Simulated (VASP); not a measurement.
All values below come from PBEsol GGA, VASP's PBE PAW potentials (set 64) (plane waves; VASP).

The input files of a VASP run:

### INCAR
```
SYSTEM = Ti
PREC = Accurate
ENCUT = 500
EDIFF = 1E-6
NELM = 100
ALGO = Normal
LREAL = .FALSE.
LASPH = .TRUE.
ISMEAR = 1
SIGMA = 0.1
GGA = PS
LMAXMIX = 4
LWAVE = .FALSE.
LCHARG = .FALSE.
IBRION = 2
ISIF = 3
NSW = 40
EDIFFG = -0.02
PSTRESS = 50
```

**KPOINTS**
```
kpoints
0
Gamma
  15 15 8
0 0 0
```

### POSCAR
```
Ti
1
    1.4298906341    -2.4766432825     0.0000000000
    1.4298906341     2.4766432825     0.0000000000
    0.0000000000    -0.0000000000     4.5316397399
Ti
2
Direct
  0.3333330000   0.6666670000   0.2500000000
  0.6666670000   0.3333330000   0.7500000000
```

POTCAR, in this order: Ti_sv (PBE.64 set). Program: vasp_std.

The resulting files:

### OSZICAR
```
       N       E                     dE             d eps       ncg     rms          rms(c)
DAV:   1     0.242008926513E+03    0.24201E+03   -0.13344E+04  4320   0.185E+03
DAV:   2     0.925291908292E+01   -0.23276E+03   -0.23141E+03  4472   0.487E+02
DAV:   3    -0.176455289443E+02   -0.26898E+02   -0.26729E+02  8440   0.136E+02
DAV:   4    -0.186943658400E+02   -0.10488E+01   -0.10488E+01  4472   0.283E+01
DAV:   5    -0.187490366029E+02   -0.54671E-01   -0.54669E-01  7040   0.454E+00    0.134E+01
DAV:   6    -0.166592022197E+02    0.20898E+01   -0.73717E+00  5104   0.327E+01    0.353E+00
DAV:   7    -0.166351722200E+02    0.24030E-01   -0.92694E-01  6512   0.841E+00    0.212E+00
DAV:   8    -0.166687796872E+02   -0.33607E-01   -0.25638E-01  4992   0.681E+00    0.796E-01
DAV:   9    -0.166584882124E+02    0.10291E-01   -0.59700E-02  5200   0.292E+00    0.815E-02
DAV:  10    -0.166588732483E+02   -0.38504E-03   -0.31295E-03  6800   0.453E-01    0.983E-02
DAV:  11    -0.166589068764E+02   -0.33628E-04   -0.23083E-04  5320   0.152E-01    0.334E-02
DAV:  12    -0.166588975577E+02    0.93187E-05   -0.42619E-05  5544   0.623E-02    0.411E-03
DAV:  13    -0.166588978594E+02   -0.30168E-06   -0.99523E-07  3384   0.106E-02
   1 F= -.15657259E+02 E0= -.15657322E+02  d E =-.156573E+02
       N       E                     dE             d eps       ncg     rms          rms(c)
DAV:   1    -0.166585562287E+02    0.34133E-03   -0.57665E-02  5208   0.367E+00    0.316E-01
DAV:   2    -0.166572672573E+02    0.12890E-02   -0.58540E-03  5000   0.105E+00    0.132E-01
DAV:   3    -0.166570488643E+02    0.21839E-03   -0.18263E-03  6904   0.386E-01    0.531E-02
DAV:   4    -0.166570700768E+02   -0.21212E-04   -0.19843E-04  5528   0.169E-01    0.192E-02
DAV:   5    -0.166570910153E+02   -0.20939E-04   -0.83629E-05  6992   0.720E-02    0.204E-02
DAV:   6    -0.166570947372E+02   -0.37219E-05   -0.10943E-05  4712   0.392E-02    0.531E-03
DAV:   7    -0.166570954739E+02   -0.73667E-06   -0.21526E-06  3968   0.137E-02
   2 F= -.15657365E+02 E0= -.15657489E+02  d E =-.105642E-03
```

### OUTCAR
```
------------------------ aborting loop because EDIFF is reached ----------------------------------------
  FORCE on cell =-STRESS in cart. coord.  units (eV):
  Direction    XX          YY          ZZ          XY          YZ          ZX
  --------------------------------------------------------------------------------------
  Total        1.0277139      1.0277139      0.9878048      0.0000000      0.0000000     -0.0000000
  in kB       51.3995395     51.3995419     49.4035476      0.0000000      0.0000000     -0.0000000
  external PRESSURE =       0.7342096 kB  Pullay stress =      50.0000000 kB
  volume of cell :       32.03
      direct lattice vectors                 reciprocal lattice vectors
     1.430007571 -2.476845826 -0.000000000     0.349648499 -0.201869650 -0.000000000
     1.430007571  2.476845826 -0.000000000     0.349648499  0.201869650 -0.000000000
     0.000000000 -0.000000000  4.522267694     0.000000000  0.000000000  0.221127998
 POSITION                                       TOTAL-FORCE (eV/Angst)
 -----------------------------------------------------------------------------------
      1.43001      0.82562      1.13057        -0.000000     -0.000000      0.000000
      1.43001     -0.82562      3.39170         0.000000      0.000000      0.000000
 -----------------------------------------------------------------------------------
    total drift:                               -0.000166      0.001046     -0.000018
  FREE ENERGIE OF THE ION-ELECTRON SYSTEM (eV)
  ---------------------------------------------------
  free  energy   TOTEN  =       -16.6570954739 eV

  energy  without entropy=      -16.6574686157  energy(sigma->0) =      -16.65721985
  enthalpy is  TOTEN    =       -15.6573648511 eV   P V=        0.9997306228

 reached required accuracy - stopping structural energy minimisation
```
(Selected blocks of OUTCAR.)

### CONTCAR
```
Ti
   1.00000000000000
     1.4300075708573918   -2.4768458255748991   -0.0000000000000000
     1.4300075708573918    2.4768458255748991   -0.0000000000000000
     0.0000000000000000   -0.0000000000000000    4.5222676936513100
  Ti
     2
Direct
     0.3333330000000032    0.6666669999999968    0.2500000000000000
     0.6666669999999968    0.3333330000000032    0.7500000000000000
```

The compound is Ti in the hcp structure. This run relaxes it under an external pressure of 5 GPa. Symmetry was kept, so distortions that lower it aren't found.
